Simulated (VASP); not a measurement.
Data:

```yaml
crystal:
  lattice:
    - [0.00000, 2.83479, 2.83479]
    - [2.83479, 0.00000, 2.83479]
    - [2.83479, 2.83479, 0.00000]
  atoms:
    - { symbol: Ba, position: [0.00000, 0.00000, 0.00000] }
    - { symbol: O, position: [0.50000, 0.50000, 0.50000] }
```

All values below come from HSEsol screened hybrid, VASP's PBE PAW potentials (set 64) (plane waves; VASP). Settings: 520 eV cut-off, 6×6×6 Γ-centred mesh, Gaussian smearing of 0.050 eV, potentials Ba_sv O.

Unless said otherwise, spin-orbit coupling is left out, though it shifts the bands of the heavy elements here.

Question: What does the run give for the energy per atom (σ→0), pressure, band gap (on the k-mesh) with the smallest direct gap where there is one?

Answer: 
```
Item                                          Value
-----------------------------------  --------------
band gap (on the k-mesh)                    3.39 eV
smallest direct gap (on the k-mesh)         3.39 eV
energy per atom (σ→0)                -7.146 eV/atom
pressure                                  -5.56 GPa
```

Only differences to runs with the same potentials and settings are physical.

The compound is BaO in the rock salt structure. This cell is one point of a volume scan, at 1.03 of the reference volume. The cell's shape comes from a PBE relaxation.
